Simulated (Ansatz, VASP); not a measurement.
## One calculation of Os2Rh, two programs

```
CELL_PARAMETERS angstrom
0.00000 3.59413 3.59413
3.59413 0.00000 3.59413
3.59413 3.59413 0.00000
ATOMIC_POSITIONS crystal
Os 0.62500 0.62500 0.62500
Os 0.12500 0.62500 0.62500
Os 0.62500 0.62500 0.12500
Os 0.62500 0.12500 0.62500
Rh 0.00000 0.00000 0.00000
Rh 0.25000 0.25000 0.25000
```

Alike in both runs: functional PBE; k mesh 4 × 4 × 4; occupations gaussian, width 0.1 eV; no spin polarisation.

Ansatz relaxed the structure, and its values are those at the end. VASP's run is a single point on that final structure, the one shown.

|  | VASP | Ansatz |
| --- | --- | --- |
| version | VASP 6.6.1 | Ansatz 0.2.0 |
| potentials or method | VASP PAW PBE potentials, release 64 (Os, Rh_pv) | scalar-relativistic, plane waves, PAW |
| plane-wave cutoff (eV) | 520 | 420 |
| valence electrons in the cell | 62 | 98 |

```csv
,VASP,Ansatz,Ansatz less VASP
gap on the k mesh at the Fermi level (eV),none,none,-
pressure (GPa),0.2,0.1,-0.09
```

A gap of «none» marks a metal or a gap that the smearing closes. The two sets of potentials don't hold the same shells in valence.

Caveats: the k mesh is coarse (spacing up to 0.38 Å⁻¹), so the values aren't converged. Spin-orbit coupling is left out, which matters for the levels of Os.
